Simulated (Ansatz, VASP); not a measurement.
# Cross-check of SnTe between VASP and Ansatz, part 2 of 2

One calculation is typed for both programs; each brings its own data sets. How far apart do they land? The cell is taken from a series of runs on this material, whose earlier steps may have relaxed, scaled, displaced or heated it; both programs get it as it stands.

VASP 6.6.1 and Ansatz 0.2.0.

So far: Starting point; VASP: zone-centre phonons, PBEsol, pair 1; Ansatz: zone-centre phonons, PBEsol, pair 1; Side by side.

### 5. VASP: zone-centre phonons, PBEsol, pair 2

Level of this step: PBEsol; plane waves and PAW (Sn_d, Te) (VASP).

Second derivatives magnify differences that forces hide, and they need a tight electronic threshold. The cell compared in this pair holds 59.68 Å³, against 58.43 Å³ for the pair before.

INCAR

```
SYSTEM = SnTe
PREC = Accurate
ENCUT = 500
EDIFF = 1E-08
NELM = 120
ISMEAR = 0
SIGMA = 0.01
LREAL = .FALSE.
ALGO = Normal
GGA = PS
NBANDS = 16
LORBIT = 11
LWAVE = .FALSE.
LCHARG = .FALSE.
ISIF = 2
IBRION = 8
LASPH = .TRUE.
GGA_COMPAT = .FALSE.
EFERMI = MIDGAP
KPAR = 2
```

POSCAR

```
SnTe
1.0
    0.0000000000      3.1016375835      3.1016375835
    3.1016375835      0.0000000000      3.1016375835
    3.1016375835      3.1016375835      0.0000000000
Sn Te
1 1
Direct
    0.0000000000      0.0000000000      0.0000000000
    0.5000000000      0.5000000000      0.5000000000
```

KPOINTS

```
Automatic mesh
0
Gamma
12 12 12
0 0 0
```

PAW data sets: Sn_d and Te (PBE family, release 64).

Launch:

```
$ mpirun -np 2 vasp_std
```

Numbers of over 12 decimals in the logs are rounded to 6 here.

Output:

```text
[banner, memory and clock lines left out]
running    2 mpi-ranks, on    1 nodes
[...]
[... a notice as in an earlier step ...]

 LDA part: xc-table for (Slater+PW92), standard interpolation
 POSCAR, INCAR and KPOINTS ok, starting setup
[...]
entering main loop
       N       E                     dE             d eps       ncg     rms          rms(c)
DAV:   1     0.123241090904E+03    0.12324E+03   -0.95863E+03  2320   0.144E+03
DAV:   2     0.174818424142E+01   -0.12149E+03   -0.11855E+03  2504   0.354E+02
DAV:   3    -0.810164746663E+01   -0.98498E+01   -0.98086E+01  2928   0.874E+01
DAV:   4    -0.835737270696E+01   -0.25573E+00   -0.25568E+00  2720   0.155E+01
[...]
DAV:  14    -0.832254199360E+01   -0.10200E-06   -0.17677E-08  2304   0.883E-04    0.419E-04
DAV:  15    -0.832254201684E+01   -0.23239E-07   -0.15737E-09  1616   0.324E-04    0.312E-04
DAV:  16    -0.832254201394E+01    0.29045E-08   -0.95409E-10  1496   0.265E-04
   1 F= -.83225420E+01 E0= -.83225420E+01  d E =-.303270E-93
[...]
RMM:  14    -0.219842825270E+00    0.28547E-07    0.42103E-08 11050   0.282E-05    0.297E-05
RMM:  15    -0.219842740481E+00    0.84789E-07    0.20393E-08 10103   0.216E-05    0.242E-06
RMM:  16    -0.219842733439E+00    0.70413E-08    0.85846E-09 10033   0.150E-05    0.365E-07
 first order change of Fermi-energy   0.12561E-03
 force on displaced ion       1 direction 1 :  -0.707   0.000   0.000
 Linear response progress:
  Degree of freedom:   2/  2
       N       E                     dE             d eps       ncg     rms          rms(c)
RMM:   1    -0.466127562063E-01   -0.46613E-01    0.66424E-02 11097   0.894E-01
RMM:   2    -0.470481743558E-01   -0.43542E-03   -0.20117E-03  9781   0.224E-01    0.678E-02
RMM:   3    -0.472233311088E-01   -0.17516E-03   -0.16325E-04  9910   0.645E-02    0.496E-02
RMM:   4    -0.474872751381E-01   -0.26394E-03   -0.24437E-05  9787   0.325E-02    0.613E-03
[...]
RMM:  10    -0.474942168403E-01   -0.44008E-07    0.29302E-07 11006   0.171E-05    0.358E-06
RMM:  11    -0.474942006551E-01    0.16185E-07    0.30391E-08  9882   0.712E-06    0.710E-07
RMM:  12    -0.474942022418E-01   -0.15867E-08   -0.28239E-08  7611   0.417E-06    0.365E-07
 first order change of Fermi-energy   0.45275E-04
 force on displaced ion       2 direction 1 :  -0.686   0.000   0.000
 Linear response finished
```

Parts of OUTCAR (step 5):

```text
  Total        0.7976054      0.7976054      0.7976054      0.0000000      0.0000000      0.0000000
  in kB       21.4138880     21.4138880     21.4138880      0.0000000      0.0000000      0.0000000
  external PRESSURE =      21.4138880 kB  Pullay stress =       0.0000000 kB

 POSITION                                       TOTAL-FORCE (eV/Angst)
 -----------------------------------------------------------------------------------
      0.00000      0.00000      0.00000         0.000000     -0.000000     -0.000000
      3.10164      3.10164      3.10164        -0.000000      0.000000      0.000000
 -----------------------------------------------------------------------------------
    total drift:                                0.000000     -0.000000     -0.000000

[... 1 part as in an earlier step ...]

[... 1 further part left out ...]
```

### 6. Ansatz: zone-centre phonons, PBEsol, pair 2

The same cell, functional and mesh now go to Ansatz, which takes its cutoff from its data sets.

The cell is taken from a series of runs on this material, whose earlier steps may have relaxed, scaled, displaced or heated it; both programs get it as it stands.

input.yaml

```yaml
crystal:
  lattice:
    - [0.0, 3.1016375835, 3.1016375835]
    - [3.1016375835, 0.0, 3.1016375835]
    - [3.1016375835, 3.1016375835, 0.0]
  atoms:
    - { symbol: Sn, position: [0.0, 0.0, 0.0] }
    - { symbol: Te, position: [0.5, 0.5, 0.5] }
kpoints:
  mp_grid: { grid: [12, 12, 12] }
hamiltonian:
  xc: pbesol
  pseudopotentials: { kind: paw, azcp: { folder: soft_1 }, xc_functional: pbe }
scf:
  occupations: { method: fixed }
output:
  eigenvalues: true
phonons:
  method: dfpt
```

Launch:

```
$ ansatz run input.yaml --threads 4 --pin off --max-ram 10240MiB --backend cpu --events-out ev --progress --plain --runs-dir out
```

Output:

```text
[...]
Crystal: 2 atoms, lattice volume = 59.676 Å³
Basis set: ecut = 420 eV, 1211 PW (Γ), exchange–correlation on 60×60×60 points (8 copies of the dense FFT grid, shifted against one another)
Bands: 19, of which v1, the nominal top of the filled ones, is band 15 counted from 1 (14 counted from 0)
Symmetry: 48 space group operations
k-points: 163 of 1728 (irreducible under 8 space group operations, time reversal used)
[...]
k-point 1: bands = [... 11 lower, 5.3337, 8.0321, 8.0321, 8.3425, 13.3474, 13.3474, 13.3670, 14.8693]
  k-point 2: bands = [... 11 lower, 4.4583, 8.0650, 8.0650, 8.9008, 12.5984, 12.5984, 12.6608, 14.9065]
  k-point 162: bands = [... 11 lower, 2.7333, 5.1385, 5.1385, 9.4751, 11.1111, 14.8629, 14.8629, 16.5548]
[...]
ASR residual: 8.963e-5 → 0.000e0 eV/Å²; symmetrization residual: 4.129e-6 eV/Å²
  ASR residual per site (eV/Å²): 1.90e-5 8.96e-5
  Γ frequencies (cm⁻¹): 0.00 0.00 0.00 53.30 53.30 53.30
[...]
[key lines of the parts left out:]
SCF converged after 9 iterations
Free energy (F): -12851.991819 eV
Fermi energy:    10.204136 eV
```

### 7. Differences

What differs besides the data sets and the points named for the pairs above, as far as they apply: the data sets hold 30 valence electrons in Ansatz (on its PAW soft_1 files) and 20 in VASP. Total energies have different zeros and are not compared.

Compared:

```
                  quantity  Ansatz  VASP  difference
optical mode 1 to 3 (cm⁻¹)    53.3  55.5     -3.97 %
```

Modes are paired by rising frequency, not by their patterns, so a pair may set unlike modes beside each other; they are those without the splitting of longitudinal modes.

### 8. Results

| Property | Result |
| --- | --- |
| r.m.s. difference of the optical zone-centre modes, each program's sorted by frequency (zone-centre phonons, PBEsol, pair 1) | 1.1 cm⁻¹ |
| difference in optical mode 1 to 3 (zone-centre phonons, PBEsol, pair 1) | -1.8 % |
| r.m.s. difference of the optical zone-centre modes, each program's sorted by frequency (zone-centre phonons, PBEsol, pair 2) | 2.2 cm⁻¹ |
| difference in optical mode 1 to 3 (zone-centre phonons, PBEsol, pair 2) | -4.0 % |

The r.m.s. difference of the optical zone-centre modes, each program's sorted by frequency is 1.1 cm⁻¹ (zone-centre phonons, PBEsol, pair 1). The data sets hold unlike numbers of valence electrons (30 in Ansatz and 20 in VASP), so part of the differences comes from the potentials. Among the rows given in per cent, the largest difference of the zone-centre phonons, PBEsol, pair 1 pair is in optical mode 1 to 3, -1.8 %. Among the rows given in per cent, the largest difference of the zone-centre phonons, PBEsol, pair 2 pair is in optical mode 1 to 3, -4.0 %. How closely two codes agree says nothing of how well the functional describes the real material.

[Lines on the potential files, build, host, timing and source positions are cut from VASP's logs without a mark.]

[Logs are printed without paths, hosts, clocks, repeated set-up lines and the standing remarks that a program may print on its own settings, such as how far it seeks lower states.]

[Hosts, paths, dates, database ids (printed as entryN), source tags and the programs' standing remarks are cut or masked in the printed files.]
